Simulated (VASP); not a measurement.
Input:

```
Hf31LaO64
1.0
   10.12538     0.00000     0.00000
    0.00000    10.12538     0.00000
    0.00000     0.00000    10.12538
Hf O La
31 64 1
Direct
  0.49615   0.00250   0.99881
  0.74888   0.25126   0.99958
  0.74960   0.00348   0.24786
  0.99881   0.00027   0.99966
  0.24920   0.25251   0.00023
  0.49659   0.49610   0.00168
  0.74750   0.75087   0.00084
  0.24706   0.00251   0.25071
  0.49954   0.24645   0.25105
  0.74929   0.50080   0.24976
  0.49976   0.99625   0.49899
  0.75114   0.24690   0.49926
  0.74862   0.00163   0.74868
  0.00239   0.49953   0.00053
  0.25069   0.75171   0.00006
  0.00079   0.25099   0.24993
  0.25023   0.49947   0.24670
  0.49940   0.75277   0.24663
  0.00159   0.00144   0.50087
  0.24614   0.24703   0.50179
  0.75317   0.75399   0.49951
  0.24750   0.00278   0.75102
  0.50005   0.24783   0.74901
  0.75190   0.49804   0.75284
  0.99609   0.75112   0.25145
  0.99804   0.49865   0.49788
  0.24943   0.75069   0.49781
  0.00000   0.25287   0.75007
  0.24725   0.50153   0.75139
  0.49839   0.75493   0.75304
  0.99941   0.75016   0.74816
  0.61962   0.13232   0.11611
  0.87761   0.38388   0.36682
  0.87908   0.37020   0.11748
  0.12029   0.61843   0.36427
  0.87998   0.13260   0.38167
  0.12780   0.38297   0.63341
  0.11970   0.13193   0.11667
  0.36583   0.36463   0.35908
  0.37932   0.36855   0.11707
  0.63490   0.62734   0.36863
  0.62070   0.63184   0.12647
  0.87194   0.88167   0.36632
  0.87684   0.87037   0.11670
  0.12909   0.11932   0.36561
  0.37908   0.12329   0.38503
  0.64167   0.36666   0.64007
  0.63540   0.35530   0.36895
  0.88324   0.61654   0.63285
  0.87633   0.63199   0.38443
  0.12579   0.88248   0.63366
  0.61949   0.12586   0.61493
  0.87186   0.37931   0.86894
  0.88203   0.36824   0.61606
  0.12677   0.62053   0.86653
  0.87903   0.13138   0.88268
  0.12735   0.38052   0.13193
  0.12272   0.63144   0.11612
  0.37332   0.87906   0.36716
  0.37844   0.86903   0.11753
  0.62743   0.11267   0.36665
  0.12263   0.36850   0.38374
  0.37076   0.63200   0.63293
  0.36475   0.63327   0.36278
  0.62550   0.88111   0.63147
  0.62259   0.86816   0.38162
  0.87078   0.11844   0.63385
  0.12008   0.13258   0.61614
  0.37018   0.38410   0.87146
  0.36949   0.35948   0.62969
  0.62779   0.61910   0.88267
  0.64095   0.63579   0.64014
  0.87021   0.88013   0.86568
  0.87730   0.86942   0.61673
  0.13001   0.12219   0.86543
  0.37901   0.13323   0.88399
  0.62835   0.38344   0.12816
  0.61932   0.36966   0.88265
  0.87172   0.62064   0.13295
  0.87708   0.63187   0.88266
  0.12846   0.88089   0.13557
  0.12197   0.87109   0.38421
  0.37127   0.11674   0.63301
  0.12746   0.63223   0.61401
  0.37130   0.88281   0.86758
  0.37520   0.87233   0.61706
  0.63050   0.11888   0.86722
  0.12071   0.37084   0.88327
  0.37182   0.61810   0.12081
  0.37874   0.63204   0.87724
  0.62739   0.88230   0.13166
  0.62173   0.87090   0.88352
  0.86832   0.12235   0.13385
  0.12102   0.87019   0.88421
  0.36859   0.11909   0.13458
  0.50256   0.49696   0.50100
```
Cell charge +1.

Level of theory: PBE GGA, VASP's PBE PAW potentials (set 64) (plane waves; VASP). Settings: PREC = Normal, LREAL = Auto, ISYM = 0, NELECT = 518.0, EDIFF = 1E-5, 400 eV cut-off, 1×1×1 Γ-centred mesh, Gaussian smearing of 0.050 eV, potentials Hf O La.

The cell is charged, with a uniform compensating background. The supercell is sampled at Γ alone, which is coarse: total energies, pressure and levels can be off, energies of defects by several tenths of an eV.

The ions are relaxed. Give the cell that the relaxation ends in.

```
Hf31LaO64
1.0
   10.12538     0.00000     0.00000
    0.00000    10.12538     0.00000
    0.00000     0.00000    10.12538
Hf O La
31 64 1
Cartesian
  5.06267   0.00009   0.00011
  7.61552   2.54369  10.12123
  7.60511   0.02050   2.50478
 10.12522   0.00024  10.12516
  2.50998   2.54375   0.00365
  5.06217   5.06321   0.00008
  7.61543   7.58208   0.00347
  2.51911  10.10594   2.50536
  5.06706   2.49496   2.50370
  7.62698   5.02716   2.52564
  5.06229   0.00047   5.06279
  7.61235   2.49168   5.09142
  7.60501  10.10592   7.62024
 10.12515   5.06299  10.12515
  2.50908   7.58258  10.12191
  0.02272   2.53448   2.54139
  2.49742   5.09902   2.52436
  5.05721   7.63265   2.50345
  0.00000   0.00076   5.06278
  2.51240   2.49156   5.03276
  7.61066   7.63641   5.03365
  2.52035   0.02057   7.62010
  5.05722   2.49525   7.62057
  7.62657   5.09918   7.60006
 10.10115   7.59180   2.54288
 10.12500   5.06271   5.06244
  2.51368   7.63751   5.09414
 10.10136   2.53427   7.58303
  2.49823   5.02691   7.60043
  5.06727   7.63154   7.62246
  0.02300   7.59185   7.58269
  6.30779   1.41948   1.10092
  8.92946   3.95704   3.63771
  8.91683   3.65881   1.12274
  1.19360   6.16795   3.63542
  8.93387   1.41784   3.94223
  1.19467   3.95809   6.48801
  1.23974   1.39861   1.12125
  3.71498   3.81892   3.54840
  3.87891   3.61400   1.07830
  6.40958   6.30844   3.54823
  6.24383   6.51375   1.07800
  8.83799   9.00810   3.66183
  8.88384   8.72927   1.12152
  1.28529   1.11785   3.66143
  3.87555   1.41352   3.96344
  6.40891   3.81939   6.57593
  6.41919   3.56704   3.82072
  8.92903   6.16910   6.48871
  8.90577   6.48445   3.96354
  1.28573   9.00893   6.46430
  6.24756   1.41397   6.16087
  8.85254   3.92680   8.73222
  8.90580   3.64266   6.16320
  1.27242   6.20039   8.73168
  8.88450   1.39843   9.00319
  1.27122   3.92683   1.39254
  1.20574   6.46936   1.12161
  3.79406   9.04066   3.65077
  3.81492   8.70820   1.10279
  6.32844   1.08627   3.64845
  1.21802   3.64231   3.96186
  3.71372   6.30963   6.57699
  3.70363   6.56074   3.82083
  6.32897   9.04094   6.47576
  6.24696   8.71338   3.96408
  8.83800   1.11834   6.46315
  1.18889   1.41876   6.18205
  3.79038   3.96666   8.73961
  3.70468   3.56823   6.30358
  6.33407   6.15979   8.74006
  6.41882   6.56046   6.30509
  8.89106   8.98802   8.71799
  8.93399   8.70860   6.18301
  1.23311   1.13907   8.71774
  3.81602   1.41848   9.02292
  6.33325   3.96753   1.38553
  6.24541   3.61393   9.04639
  8.85155   6.20069   1.39317
  8.91820   6.46924   9.00306
  1.23220   8.98790   1.40809
  1.18940   8.70780   3.94347
  3.79427   1.08766   6.47589
  1.21717   6.48527   6.16160
  3.82776   9.02646   8.70733
  3.87639   8.71523   6.16347
  6.29575   1.10032   8.70560
  1.20719   3.65784   9.00263
  3.78977   6.15997   1.38496
  3.87971   6.51285   9.04710
  6.29560   9.02741   1.41942
  6.30843   8.70815   9.02349
  8.89038   1.14006   1.40680
  1.23951   8.72867   9.00437
  3.82766   1.10016   1.41873
  5.06176   5.06423   5.06213
```
Cell charge +1.

How much energy does the relaxation gain?

The energy (σ→0) changes by -15.6 meV/atom, in 59 ionic steps.

The cell is a supercell with a defect, built from HfO2 (fluorite, the high-temperature cubic form, which is unstable at 0 K; the monoclinic form is the stable one): La_Hf, charge +1. The run is not spin-polarised, so no state with unpaired spins was tried.
